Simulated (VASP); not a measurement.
```xyz
2
Lattice="2.9899 0.0000 0.0000 0.0000 2.9899 0.0000 0.0000 0.0000 2.9899" Properties=species:S:1:pos:R:3 pbc="T T T"
Cu     0.0000     0.0000     0.0000
As     1.4950     1.4950     1.4950
```

Method: PBE GGA, VASP's PBE PAW potentials (set 64) (plane waves; VASP). Numerical set-up: 400 eV cut-off, 4×4×4 Γ-centred mesh, Gaussian smearing of 0.050 eV, potentials Cu As.

Gaps are read on the run's mesh, which can miss a band edge.

Q: Estimate the energy per atom (σ→0), pressure, band gap (on the k-mesh) with the smallest direct gap where there is one.

A: 
- band gap (on the k-mesh) = none (metal, semimetal or under 0.01 eV)
- energy per atom (σ→0) = -3.905 eV/atom
- pressure = 22.86 GPa

The absolute energy has meaning only against runs of the same code, potentials and settings.

The structure was generated: CuAs was put into the CsCl type (Pm-3m), which need not be its known phase. The cell was not relaxed at this level. The k-mesh is coarse (spacing up to 0.53 per Å, 2π included), so the numbers may not be converged in it. The run is one of a series of settings (KPOINTS 4×4×4 Γ-centred mesh against the base run), some of them coarse on purpose.
